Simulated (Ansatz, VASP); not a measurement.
Al2BAs2 in VASP and in Ansatz

```
Al B As
1.0
     3.60431    0.00000    0.00000
    -1.80215    3.12142    0.00000
     0.00000    0.00000    7.76033
Al B As
2 1 2
Cartesian
  0.0000 0.0000 5.3911
  0.0000 0.0000 2.3692
  1.8022 1.0405 0.0000
  1.8022 1.0405 3.8802
  0.0000 2.0809 0.0000
```

Change from the starting cell: species swapped into the Sr2ZnAs2 type (P-6m2, No. 187).

Alike in both runs: functional PBE; k mesh 12 × 12 × 6; occupations gaussian, width 0.1 eV; no spin polarisation.

Ansatz relaxed the structure, and its values are those at the end. VASP's run is a single point on that final structure, the one shown.

|  | VASP | Ansatz |
| --- | --- | --- |
| version | VASP 6.6.1 | Ansatz 0.2.0 |
| potentials or method | VASP PAW PBE potentials, release 64 (Al, B, As) | scalar-relativistic, plane waves, PAW |
| plane-wave cutoff (eV) | 520 | 420 |
| valence electrons in the cell | 19 | 39 |

Ansatz gave:

```
gap on the k mesh at the Fermi level (eV) : none
pressure (GPa)                            : 0.0
rms of the force components (eV/Å)        : 0.000
```

Question: What did VASP give for the same quantities?

Answer: gap on the k mesh at the Fermi level (eV): none; pressure (GPa): 0.3; rms of the force components (eV/Å): 0.004.

A gap of «none» marks a metal or a gap that the smearing closes. The two sets of potentials don't hold the same shells in valence.
